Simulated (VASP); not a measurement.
OSZICAR of a VASP run on Ga (space group P-1):

### OSZICAR
```
       N       E                     dE             d eps       ncg     rms          rms(c)
DAV:   1     0.913337494494E+02    0.91334E+02   -0.10486E+04  8005   0.212E+03
DAV:   2    -0.159383823959E+01   -0.92928E+02   -0.91893E+02  8115   0.297E+02
DAV:   3    -0.708575662874E+01   -0.54919E+01   -0.54628E+01  8942   0.754E+01
DAV:   4    -0.714807808096E+01   -0.62321E-01   -0.62232E-01  9409   0.846E+00
DAV:   5    -0.714924610387E+01   -0.11680E-02   -0.11678E-02  9306   0.105E+00    0.143E+00
DAV:   6    -0.708663897535E+01    0.62607E-01   -0.11776E-01 10178   0.604E+00    0.713E-01
DAV:   7    -0.707209611368E+01    0.14543E-01   -0.22825E-02 10621   0.209E+00    0.198E-01
DAV:   8    -0.707057830641E+01    0.15178E-02   -0.26977E-03  8531   0.794E-01    0.235E-02
DAV:   9    -0.707057001291E+01    0.82935E-05   -0.12762E-04  9361   0.106E-01    0.691E-03
DAV:  10    -0.707057014769E+01   -0.13479E-06   -0.11937E-05  8839   0.469E-02    0.286E-03
DAV:  11    -0.707056997076E+01    0.17693E-06   -0.16363E-06  4854   0.213E-02
   1 F= -.70705700E+01 E0= -.70675810E+01  d E =-.597791E-02
```

**Question.** Which electronic solver shows in the log?

**Answer.** It is blocked Davidson (ALGO = Normal, or the opening steps of other solvers). The INCAR had ALGO = Normal.

**Question.** Can the final energy be trusted as converged?

**Answer.** The calculation finished and met its thresholds. It stopped with EDIFF = 1E-6, NELM = 100 (LDA (Ceperley-Alder, Perdew-Zunger), plane waves, VASP's LDA PAW potentials (set 64)).

The structure comes from a measured Ga entry of the Crystallography Open Database, whose conditions weren't checked. The cell was not relaxed at this level, atoms are displaced from their ideal sites. The k-mesh is coarse (spacing up to 0.30 per Å, 2π included), so the numbers may not be converged in it. The run is one of a series of settings (GGA removed, POTCAR Ga_d (LDA.64 set) against the base run), some of them coarse on purpose.
